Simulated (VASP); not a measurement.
Energy against volume of Tc (hcp). Level of theory: PBE GGA, VASP's PBE PAW potentials (set 64) (plane waves; VASP). Run with 520 eV cut-off, 15×15×8 Γ-centred mesh, first-order Methfessel-Paxton smearing of 0.10 eV, potentials Tc_pv.

Shape and ions are relaxed at each volume.

| V (Å³/atom) | E (eV/atom) |
|---|---|
| 13.537 | -10.29417 |
| 13.969 | -10.33644 |
| 14.401 | -10.34989 |
| 14.833 | -10.33885 |

### Question
Fit these four points and predict the energy of the run at 15.265 Å³/atom.

### Answer
A cubic in V^(−2/3), the third-order Birch-Murnaghan form, passes through the four points with V0 = 14.41 Å³/atom and B0 = 301 GPa, and gives -10.3070 eV/atom there. The run gave -10.3071 eV/atom, -0.1 meV/atom from the fit; all five points give B0 = 301 GPa.

The compound is Tc in the hcp structure. It was relaxed first.
